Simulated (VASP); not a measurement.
Given:

```yaml
crystal:
  lattice:
    - [3.66595, 0.00000, 0.00000]
    - [-1.83298, 3.17481, 0.00000]
    - [0.00000, 0.00000, 6.31135]
  atoms:
    - { symbol: Ti, position: [0.00000, 0.00000, 0.00000] }
    - { symbol: Te, position: [0.66667, 0.33333, 0.72924] }
    - { symbol: Te, position: [0.33333, 0.66667, 0.27076] }
```

These are LDA (Ceperley-Alder, Perdew-Zunger), VASP's LDA PAW potentials (set 64) (plane waves; VASP) values and carry that method's errors. Run with 400 eV cut-off, 11×11×6 Γ-centred mesh, tetrahedra with Blöchl corrections, potentials Ti_sv Te.

The cores are frozen, which limits the accuracy of field gradients.

Task: Give the principal components of the electric field gradient (V/Å²) and the asymmetry η at each nucleus.

Result: 
```csv
atom,Vxx,Vyy,Vzz,η
Ti1,14.8,14.8,-29.5,0.00
Te2,21.1,21.1,-42.1,0.00
Te3,21.1,21.1,-42.1,0.00
```

The structure comes from a computed database's TiTe2 entry (P-3m1); how it stands against other phases isn't given here. It was relaxed first, which changed the volume by -14 %.
